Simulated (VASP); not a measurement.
A run of VASP 6.6.1 is set up as follows.

Contents of INCAR:

```
SYSTEM = HfB2
ALGO = Normal
EDIFF = 1E-7
ENCUT = 520
GGA = PE
ISIF = 2
ISMEAR = 0
LASPH = .TRUE.
LCHARG = .FALSE.
LREAL = .FALSE.
LWAVE = .FALSE.
NBANDS = 15
NELM = 100
PREC = Accurate
SIGMA = 0.1
```

KPOINTS

```
k-points
0
G
  15 15 12
  0 0 0
```

The input POSCAR:

```
HfB2
1.0
    3.1450633627      0.0000000000      0.0000000000
   -1.5725316813      2.7237047686      0.0000000000
    0.0000000000      0.0000000000      3.4872976848
Hf B
1 2
Direct
    0.0000000000      0.0000000000      0.0000000000
    0.3333333333      0.6666666667      0.5000000000
    0.6666666667      0.3333333333      0.5000000000
```

Potentials or basis: VASP PAW PBE potentials, release 64 (Hf_pv, B).

Run with:

```bash
$ cat potpaw_PBE.64/Hf_pv/POTCAR potpaw_PBE.64/B/POTCAR > POTCAR
$ mpirun -np 1 vasp_std > vasp.out
```

(1) Predict the band gap on the k mesh.

(2) Estimate the pressure.

Results:

(1) none (metal or under the smearing width).

(2) -0.4 GPa.
